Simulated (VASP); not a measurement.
# Al3Si2F in VASP: further runs, part 2 of 3

VASP 6.6.1. The steps go on from the part before.

**3. Relaxation of cell and atoms, PBE**

This run uses another cell than the first one, of 16.57 Å³/atom, 0.916 times its volume.

Contents of INCAR:

```
PREC = Normal
ENCUT = 520
EDIFF = 1E-4
ISMEAR = 0
SIGMA = 0.15
LREAL = F
LASPH = T
NELM = 60
ALGO = Fast
ISIF = 3
LWAVE = F
LCHARG = F
GGA = PE
IBRION = 2
NSW = 24
EDIFFG = -0.08
KPAR = 2
```

Contents of KPOINTS:

```
Automatic mesh
0
Gamma
  3 3 3
```

Contents of POSCAR:

```
Al3Si2F
1.0
    2.6130023000      1.5086175800      4.2031614100
   -2.6130023000      1.5086175800      4.2031614100
    0.0000000000     -3.0172351600      4.2031614100
Al Si F
3 2 1
Direct
    0.0000000000      0.5000000000      0.0000000000
    0.5000000000      0.0000000000      0.0000000000
    0.0000000000      0.0000000000      0.5000000000
    0.6289240100      0.6289240100      0.6289240100
    0.3710759900      0.3710759900      0.3710759900
    0.0000000000      0.0000000000      0.0000000000
```

Potentials or basis: VASP PAW PBE potentials, release 64 (Al, Si, F).

Started as:

```bash
cat potpaw_PBE.64/Al/POTCAR potpaw_PBE.64/Si/POTCAR potpaw_PBE.64/F/POTCAR > POTCAR
mpirun -np 2 vasp_std > vasp.out
```

OUTCAR:

```text
PREC = Normal
   ENCUT = 520
   EDIFF = 1E-4
   ISMEAR = 0
   LREAL = F
   LASPH = T
   NELM = 60
   ISIF = 3
   GGA = PE
   IBRION = 2
   NSW = 24
   EDIFFG = -0.08

 ion  position               nearest neighbor table
   1  0.000  0.500  0.000-   6 2.59   6 2.59   3 2.61   3 2.61   2 2.61   2 2.61   4 2.99   5 2.99
                             4 3.08   5 3.08   4 3.08   5 3.08
   2  0.500  0.000  0.000-   6 2.59   6 2.59   3 2.61   3 2.61   1 2.61   1 2.61   4 2.99   5 2.99
                             5 3.08   4 3.08   5 3.08   4 3.08
   3  0.000  0.000  0.500-   6 2.59   6 2.59   2 2.61   1 2.61   1 2.61   2 2.61   4 2.99   5 2.99
                             4 3.08   5 3.08   4 3.08   5 3.08
   4  0.629  0.629  0.629-   3 2.99   2 2.99   1 2.99   1 3.08   2 3.08   2 3.08   1 3.08   3 3.08
                             3 3.08
   5  0.371  0.371  0.371-   3 2.99   2 2.99   1 2.99   2 3.08   1 3.08   2 3.08   1 3.08   3 3.08
                             3 3.08
   6  0.000  0.000  0.000-   3 2.59   3 2.59   1 2.59   2 2.59   1 2.59   2 2.59

  LATTYP: Found a trigonal (rhomboedric) cell.
 ALAT       =     5.1739997933
 COS(alpha) =     0.4898983062

  Lattice vectors:

 A1 = (   2.6130023000,   1.5086175800,   4.2031614100)
 A2 = (  -2.6130023000,   1.5086175800,   4.2031614100)
 A3 = (   0.0000000000,  -3.0172351600,   4.2031614100)

Analysis of symmetry for initial positions (statically):
=====================================================================
[... 165 lines left out ...]

------------------------ aborting loop because EDIFF is reached ----------------------------------------

  FORCE on cell =-STRESS in cart. coord.  units (eV):
  Direction    XX          YY          ZZ          XY          YZ          ZX
  --------------------------------------------------------------------------------------
  -------------------------------------------------------------------------------------
  Total        0.7507032      0.7507032     -2.7592790     -0.0000000     -0.0000000      0.0000000
  in kB       12.0985288     12.0985288    -44.4692622     -0.0000000     -0.0000000      0.0000000
  external PRESSURE =      -6.7574015 kB  Pullay stress =       0.0000000 kB
[... 334 lines left out ...]
      3      -2.3553      2.00000
      4      -1.2065      2.00000
      5      -1.0642      2.00000
      6      -0.4568      2.00000
[... 8 lines left out ...]
     15       9.4298      0.00000
     16       9.7530      0.00000

[... ionic steps 4 to 21 ...]

--------------------------------------- Ionic step       22  -------------------------------------------

 number of electron      23.9999997 magnetization

------------------------ aborting loop because EDIFF is reached ----------------------------------------
[... 75 lines left out ...]
--------------------------------------- Ionic step       24  -------------------------------------------

 number of electron      23.9999996 magnetization

 Free energy of the ion-electron system (eV)
  ---------------------------------------------------
  ext. energy  EPLUGINS =         0.00000000
  ---------------------------------------------------
  free energy    TOTEN  =       -24.90327009 eV

  energy without entropy =      -24.87131782  energy(sigma->0) =      -24.88729395

 E-fermi :   7.4296     XC(G=0): -10.1834

 val. band max:        7.3456899480   @ k =  -0.3333   0.3333   0.0000
 cond. band min:       7.4613735138   @ k =  -0.3333   0.3333   0.3333
 fundamental gap:      0.1156835658
 Fermi energy:         7.4296437687
[... 145 lines left out ...]
  FREE ENERGIE OF THE ION-ELECTRON SYSTEM (eV)
  ---------------------------------------------------
  free  energy   TOTEN  =       -24.9032700889 eV

  energy  without entropy=      -24.8713178166  energy(sigma->0) =      -24.88729395

 reached required accuracy - stopping structural energy minimisation
```

OSZICAR:

```text
N       E                     dE             d eps       ncg     rms          rms(c)
DAV:   1     0.703626280217E+02    0.70363E+02   -0.95460E+03   192   0.124E+03
DAV:   2    -0.188968527686E+02   -0.89259E+02   -0.87661E+02   272   0.182E+02
DAV:   3    -0.240369173482E+02   -0.51401E+01   -0.51156E+01   264   0.465E+01
DAV:   4    -0.240735940229E+02   -0.36677E-01   -0.36608E-01   232   0.444E+00
[... 186 lines left out ...]
  23 F= -.24899694E+02 E0= -.24882480E+02  d E =-.181978E-01
       N       E                     dE             d eps       ncg     rms          rms(c)
DAV:   1    -0.249039990817E+02   -0.42465E-02   -0.17197E-01   192   0.263E+00    0.274E-01
RMM:   2    -0.249032863933E+02    0.71269E-03   -0.83632E-03   193   0.736E-01    0.693E-02
RMM:   3    -0.249032700889E+02    0.16304E-04   -0.67908E-04   178   0.207E-01
  24 F= -.24903270E+02 E0= -.24887294E+02  d E =-.217742E-01
```

CONTCAR:

```text
Al3Si2F
   1.00000000000000
     2.9675551889272502    1.7133187853042344    3.1258025785599077
    -2.9675551889272502    1.7133187853042344    3.1258025785599077
     0.0000000000000001   -3.4266375706084689    3.1258025785599077
  Al              Si              F
     3     2     1
Direct
     0.0000000000000000    0.5000000000000000    0.0000000000000000
     0.5000000000000000    0.0000000000000000    0.0000000000000000
     0.0000000000000000    0.0000000000000000    0.5000000000000000
     0.6370460545780487    0.6370460545780487    0.6370460545780487
     0.3629539454219513    0.3629539454219513    0.3629539454219513
     0.0000000000000000    0.0000000000000000    0.0000000000000000

  0.00000000E+00  0.00000000E+00  0.00000000E+00
  0.00000000E+00  0.00000000E+00  0.00000000E+00
  0.00000000E+00  0.00000000E+00  0.00000000E+00
  0.00000000E+00  0.00000000E+00  0.00000000E+00
  0.00000000E+00  0.00000000E+00  0.00000000E+00
  0.00000000E+00  0.00000000E+00  0.00000000E+00
```

Wall time 84 s (2 MPI ranks of Intel Xeon Platinum 8175M at 2.50GHz (Skylake/Cascade Lake), shared host); peak memory 0.17 GiB.

Results:

```
Free energy                            : -24.9033 eV
Relaxed volume                         : 15.89 Å³/atom
Relaxed cell                           : a = 4.638 Å, b = 4.638 Å, c = 4.638 Å, α = 79.56°, β = 79.56°, γ = 79.56°
Space group after relaxing (to 0.05 Å) : R-3m (No. 166)
Energy gained by relaxing              : 280.9 meV/atom
Ionic steps                            : 24
Pressure after relaxing                : 0.5 GPa
Largest force after relaxing           : 0.024 eV/Å
Band gap on the k mesh                 : none (metal or under the smearing width)
```

Forces in eV/Å, atoms in the order of the input:
```
Al   0.000  0.000  0.000
Al   0.000  0.000  0.000
Al   0.000  0.000  0.000
Si   0.000  0.000  0.024
Si   0.000  0.000 -0.024
F    0.000  0.000  0.000
```

The path:
| step | energy change (eV) | largest force (eV/Å) | pressure (GPa) | volume (Å³) |
| --- | --- | --- | --- | --- |
| 1 | 0.0000 | 0.0901 | -0.68 | 99.41 |
| 2 | -0.0748 | 0.1273 | -0.18 | 98.39 |
| 3 | -0.3621 | 0.1752 | 1.30 | 95.02 |
| 4 | -1.1372 | 0.8885 | 8.34 | 86.98 |
| 5 | 12.9221 | 31.3054 | 113.44 | 65.30 |
| 6 | -1.1478 | 0.5938 | 7.99 | 86.61 |
| 7 | 0.3893 | 3.8326 | 30.77 | 76.88 |
| 8 | -1.2082 | 0.7866 | 9.90 | 85.17 |
| 9 | -1.1547 | 1.0804 | 12.86 | 83.08 |
| 10 | -1.2130 | 0.8816 | 10.62 | 84.35 |
| 11 | -1.2293 | 0.9160 | 10.66 | 84.35 |
| 12 | -1.2553 | 1.0308 | 11.01 | 84.36 |
| 13 | -1.2560 | 1.0696 | 11.10 | 84.36 |
| 14 | -1.2850 | 1.0382 | 10.60 | 84.74 |
| 15 | -1.3647 | 0.9534 | 9.06 | 85.88 |
| 16 | -1.4931 | 0.8054 | 6.36 | 88.20 |
| 17 | -1.6385 | 0.6000 | 1.78 | 92.95 |
| 18 | -1.5684 | 0.4938 | -4.71 | 102.94 |
| 19 | -1.6634 | 0.5152 | -0.83 | 96.36 |
| 20 | -1.6636 | 0.5202 | -0.58 | 96.04 |
| 21 | -1.6693 | 0.4464 | -0.43 | 95.94 |
| 22 | -1.6813 | 0.2333 | 0.04 | 95.66 |
| 23 | -1.6818 | 0.1641 | 0.99 | 95.08 |
| 24 | -1.6854 | 0.0239 | 0.51 | 95.36 |

Final structure:
```
Al Si F
1.0
     2.96756    1.71332    3.12580
    -2.96756    1.71332    3.12580
     0.00000   -3.42664    3.12580
Al Si F
3 2 1
Direct
  0.00000 0.50000 0.00000
  0.50000 0.00000 0.00000
  0.00000 0.00000 0.50000
  0.63705 0.63705 0.63705
  0.36295 0.36295 0.36295
  0.00000 0.00000 0.00000
```

Caveat: the k mesh is coarse (spacing up to 0.49 Å⁻¹), so the values aren't converged; the relaxation stopped at a loose force limit of 0.08 eV/Å, so its end isn't a converged minimum.

**4. Relaxation of cell and atoms, PBE**

This run uses another cell than the first one, of 14.50 Å³/atom, 0.802 times its volume.

INCAR is that of step 3.

Contents of KPOINTS:

```
Automatic mesh
0
Gamma
  3 3 5
```

Contents of POSCAR:

```
Al3Si2F
1.0
    5.6683138200      0.0000000000      0.0000000000
   -2.8341569100      4.9089037600      0.0000000000
    0.0000000000      0.0000000000      3.1263434500
Al Si F
3 2 1
Direct
    0.5000000000      0.0000000000      0.5000000000
    0.5000000000      0.5000000000      0.5000000000
    0.0000000000      0.5000000000      0.5000000000
    0.3333333300      0.6666666700      0.0000000000
    0.6666666700      0.3333333300      0.0000000000
    0.0000000000      0.0000000000      0.0000000000
```

Started as:

```bash
cat potpaw_PBE.64/Al/POTCAR potpaw_PBE.64/Si/POTCAR potpaw_PBE.64/F/POTCAR > POTCAR
mpirun -np 2 vasp_std > vasp.out
```

It took 38 s on 2 MPI ranks of Intel Xeon Platinum 8175M at 2.50GHz (Skylake/Cascade Lake), shared host; peak memory 0.15 GiB.

The run converged. Its results:

```yaml
Free_energy: -23.5484 eV
Relaxed_volume: 19.39 Å³/atom
Relaxed_cell: a = 6.100 Å, b = 6.100 Å, c = 3.611 Å, α = 90.00°, β = 90.00°, γ = 120.00°
Space_group_after_relaxing_to_0.05_Å: P6/mmm (No. 191)
Energy_gained_by_relaxing: 523.6 meV/atom
Ionic_steps: 10
Pressure_after_relaxing: -0.3 GPa
Band_gap_on_the_k_mesh: none (metal or under the smearing width)
```

Stress tensor (GPa, compression positive):
```
-0.17  0.00  0.00
 0.00 -0.17  0.00
 0.00  0.00 -0.41
```

Step by step:
| step | energy change (eV) | largest force (eV/Å) | pressure (GPa) | volume (Å³) |
| --- | --- | --- | --- | --- |
| 1 | 0.0000 | 0.0000 | 38.92 | 86.99 |
| 2 | -2.4063 | 0.0000 | -9.01 | 139.13 |
| 3 | -3.1247 | 0.0000 | 0.09 | 117.84 |
| 4 | -3.1244 | 0.0000 | -0.23 | 118.53 |
| 5 | -3.1330 | 0.0000 | -0.54 | 118.23 |
| 6 | -3.1343 | 0.0000 | -1.04 | 117.38 |
| 7 | -3.1371 | 0.0000 | -0.97 | 117.68 |
| 8 | -3.1367 | 0.0000 | -0.80 | 118.02 |
| 9 | -3.1376 | 0.0000 | -0.85 | 117.82 |
| 10 | -3.1414 | 0.0000 | -0.25 | 116.37 |

Final structure:
```
Al Si F
1.0
     6.09978    0.00000    0.00000
    -3.04989    5.28256    0.00000
     0.00000    0.00000    3.61135
Al Si F
3 2 1
Direct
  0.50000 0.00000 0.50000
  0.50000 0.50000 0.50000
  0.00000 0.50000 0.50000
  0.33333 0.66667 0.00000
  0.66667 0.33333 0.00000
  0.00000 0.00000 0.00000
```

Levels at points of the mesh, in eV from the Fermi level:
```
           k point  band 10  band 11  band 12  band 13  band 14  band 15
(0.00, 0.00, 0.00)    -0.43    -0.43     0.80     1.21     3.02     4.20
```

Caveat: the k mesh is coarse (spacing up to 0.43 Å⁻¹), so the values aren't converged; the volume moved by over 15 % at a fixed basis, so the end points are rough; the relaxation stopped at a loose force limit of 0.08 eV/Å, so its end isn't a converged minimum.

(Part 2 of 3 ends here.)
